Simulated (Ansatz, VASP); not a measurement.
# Bi (Bismuth): VASP beside Ansatz, part 2 of 2

One calculation is typed for both programs; each brings its own data sets and cutoff. How far apart do they land? The cell is taken from a series of VASP runs on this material, whose earlier steps may have relaxed, scaled or displaced it; both programs get it as it stands.

VASP 6.6.1 and Ansatz 0.2.0.

So far: Starting point; VASP: zone-centre phonons, LDA; Ansatz: zone-centre phonons, LDA; Comparison.

## 5. VASP: zone-centre phonons, PBEsol with D3(BJ)

Level of this step: PBEsol with D3(BJ); plane waves and PAW (Bi_d) (VASP).

Second derivatives magnify differences that forces hide, and they need a tight electronic threshold. The cell compared in this pair holds 65.22 Å³, against 70.77 Å³ for the pair before.

INCAR reads:

```
SYSTEM = Bi
PREC = Accurate
ENCUT = 450
EDIFF = 1E-08
NELM = 100
ISMEAR = 1
SIGMA = 0.15
LREAL = .FALSE.
ALGO = Normal
GGA = PS
IVDW = 12
NBANDS = 21
LORBIT = 11
LWAVE = .FALSE.
LCHARG = .FALSE.
KPAR = 4
IBRION = 6
NFREE = 2
POTIM = 0.015
NSW = 1
ISIF = 2
```

POSCAR reads:

```
Bi
1.0
    2.2362699601      1.2911110635      3.7650549388
   -2.2362699601      1.2911110635      3.7650549388
    0.0000000000     -2.5822221269      3.7650549388
Bi
2
Direct
    0.7606138332      0.7606138332      0.7606138332
    0.2393861668      0.2393861668      0.2393861668
```

KPOINTS reads:

```
Automatic mesh
0
Gamma
12 12 12
0 0 0
```

Potentials, in the order of the species: Bi_d (PBE family, release 64).

Started as:

```console
$ mpirun -np 4 vasp_std
```

Numbers of over 12 decimals in the logs are rounded to 6 here.

The program printed:

```text
[banner, memory and clock lines left out]
running    4 mpi-ranks, on    1 nodes
[...]
|                                                                             |
|               ----> ADVICE to this user running VASP <----                  |
|                                                                             |
|     You enforced a specific xc type in the INCAR file but a different       |
|     [... a line on the potential file left out ...]
|     I HOPE YOU KNOW WHAT YOU ARE DOING!                                     |
|                                                                             |

 LDA part: xc-table for (Slater+PW92), standard interpolation
 POSCAR, INCAR and KPOINTS ok, starting setup
[...]
entering main loop
       N       E                     dE             d eps       ncg     rms          rms(c)
DAV:   1     0.292070636851E+03    0.29207E+03   -0.15323E+04  7959   0.161E+03
DAV:   2     0.154541135595E+02   -0.27662E+03   -0.27089E+03  8003   0.425E+02
DAV:   3    -0.777263008691E+01   -0.23227E+02   -0.22932E+02  9454   0.142E+02
DAV:   4    -0.856218582637E+01   -0.78956E+00   -0.78885E+00  9544   0.288E+01
[...]
DAV:  12    -0.857887471753E+01    0.41746E-07   -0.46343E-08  7646   0.262E-03    0.185E-04
DAV:  13    -0.857887476790E+01   -0.50368E-07   -0.78371E-09  5249   0.107E-03    0.476E-05
DAV:  14    -0.857887477346E+01   -0.55552E-08   -0.15589E-09  5009   0.454E-04
   1 F= -.95779608E+01 E0= -.95781556E+01  d E =0.584414E-03
[... from here on, the cycles between the ionic steps are left out ...]
   2 F= -.95778029E+01 E0= -.95779974E+01  d E =0.583484E-03
   3 F= -.95778029E+01 E0= -.95779974E+01  d E =0.583490E-03
   4 F= -.95775500E+01 E0= -.95777280E+01  d E =0.534102E-03
   5 F= -.95775442E+01 E0= -.95777435E+01  d E =0.597997E-03
 Finite differences progress:
  Degree of freedom:   2/  2
  Displacement:        2/  2
  Total:               4/  4
```

Parts of OUTCAR (step 5):

```text
 Edisp (eV)   -0.99912

 Edisp (eV)   -0.99906

  Total      -0.03697    -0.03697    -0.06998     0.00000    -0.00000     0.00000
  in kB      -0.90822    -0.90822    -1.71892     0.00000    -0.00000     0.00000
  external pressure =       -1.18 kB  Pullay stress =        0.00 kB

 POSITION                                       TOTAL-FORCE (eV/Angst)
 -----------------------------------------------------------------------------------
      0.00000      0.00000      8.57626         0.000000      0.000000      0.053405
      0.00000      0.00000      2.70391         0.000000     -0.000000     -0.053405
 -----------------------------------------------------------------------------------
    total drift:                                0.000000      0.000000      0.000090

  FREE ENERGIE OF THE ION-ELECTRON SYSTEM (eV)
  ---------------------------------------------------
  free  energy   TOTEN  =        -9.5775442122 eV

  energy  without entropy=       -9.5781422087  energy(sigma->0) =       -9.57774354

[... 1 part as in an earlier step ...]

[... 2 further parts left out ...]
[key lines of the parts left out:]
E-fermi :   7.0717
```

The last energy, forces, stress and levels in OUTCAR belong to the last displaced cell, not to the cell of POSCAR. Dispersion corrections of this kind ignore metallic screening and tend to overbind metals.

## 6. Ansatz: zone-centre phonons, PBEsol with D3(BJ)

The same cell, functional, mesh and smearing now go to Ansatz, which takes its cutoff from its data sets.

The cell is taken from a series of VASP runs on this material, whose earlier steps may have relaxed, scaled or displaced it; both programs get it as it stands.

input.yaml reads:

```yaml
crystal:
  lattice:
    - [2.2362699601, 1.2911110635, 3.7650549388]
    - [-2.2362699601, 1.2911110635, 3.7650549388]
    - [0.0, -2.5822221269, 3.7650549388]
  atoms:
    - { symbol: Bi, position: [0.7606138332, 0.7606138332, 0.7606138332] }
    - { symbol: Bi, position: [0.2393861668, 0.2393861668, 0.2393861668] }
hamiltonian:
  xc: pbesol
  pseudopotentials: { kind: paw }
  dispersion: d3bj
kpoints:
  mp_grid: { grid: [12, 12, 12] }
scf:
  occupations: { method: methfessel_paxton, width: 0.15 }
phonons:
  method: dfpt
  qpoints: [[0, 0, 0]]
```

Started as:

```console
$ ansatz run input.yaml --threads 4 --pin off --max-ram 9216MiB --backend cpu --events-out ev --progress --plain --runs-dir out
```

The program printed:

```text
[...]
Crystal: 2 atoms, lattice volume = 65.224 Å³
Basis set: ecut = 420 eV, 1267 PW (Γ), exchange–correlation on 64×64×64 points (8 copies of the dense FFT grid, shifted against one another)
Bands: 19, of which v1, the nominal top of the filled ones, is band 15 counted from 1 (14 counted from 0)
Symmetry: 12 space group operations
k-points: 476 of 1728 (irreducible under 2 space group operations, time reversal used)
[...]
pairwise dispersion correction: d3bj (s6 = 1.0, s8 = 2.9491, a1 = 0.4466, a2_bohr = 6.1742), with the weights of each atom's references fixed at the reference crystal's, and the forces and stress that the weights' published response gives there kept as a pressure on the atom's counted neighbours (hamiltonian.dispersion)
  ASR residual per site (eV/Å²): 3.96e-5 3.96e-5
  Γ frequencies (cm⁻¹): 0.00 0.00 0.00 59.49 59.49 97.12
[...]
--- Phonons (arbitrary-q DFPT): 1 explicit q-point ---
[...]
[key lines of the parts left out:]
SCF converged after 10 iterations
Free energy (F): -24484.975734 eV
Fermi energy:    10.720367 eV
```

It took 35 s on 4 threads of AMD EPYC 7B13 (Zen 3), shared host; peak memory 2.1 GiB; 2.2 min of CPU time.

## 7. Side by side

What differs besides the data sets and the points named for the pairs above, as far as they apply: Ansatz makes its cores anew for this functional, VASP keeps those of its PBE data sets; VASP leaves aspherical gradient terms in its spheres out (LASPH is not set), Ansatz keeps them; Ansatz takes the dispersion share of the force constants at frozen C6 weights, VASP differentiates the full forces; VASP uses finite displacements, Ansatz perturbation theory. Total energies have different zeros and are not compared.

The two programs side by side:

```tsv
quantity	Ansatz	VASP	difference
optical mode 1 to 2 (cm⁻¹)	59.5	60.2	-1.18 %
optical mode 3 (cm⁻¹)	97.1	97.4	-0.33 %
```

Modes are paired by rising frequency and degeneracy, not by their patterns, so a pair may still set unlike modes beside each other.

## 8. Results

```yaml
r_m_s_difference_of_the_optical_zone_centre_modes_each_program_s_sorted_by_frequency_zone_centre_phonons_lda: 0.95 cm⁻¹
difference_in_optical_mode_1_to_2_zone_centre_phonons_lda: -1.6 %
r_m_s_difference_of_the_optical_zone_centre_modes_each_program_s_sorted_by_frequency_zone_centre_phonons_pbesol_with_d3_bj: 0.61 cm⁻¹
difference_in_optical_mode_1_to_2_zone_centre_phonons_pbesol_with_d3_bj: -1.2 %
```

**Reading.** The r.m.s. difference of the optical zone-centre modes, each program's sorted by frequency is 0.95 cm⁻¹ (zone-centre phonons, LDA). Among the rows given in per cent, the largest difference of the zone-centre phonons, LDA pair is in optical mode 1 to 2, -1.6 %. Among the rows given in per cent, the largest difference of the zone-centre phonons, PBEsol with D3(BJ) pair is in optical mode 1 to 2, -1.2 %. How closely two codes agree says nothing of how well the functional describes the real material.

[Lines on the potential files, build, host, timing and source positions are cut from VASP's logs without a mark.]

[Logs are printed without paths, hosts, clocks, repeated set-up lines and the standing remarks that a program may print on its own settings, such as how far it seeks lower states.]

[Hosts, paths, dates, database ids (printed as entryN), source tags and the programs' standing remarks are cut or masked in the printed files.]
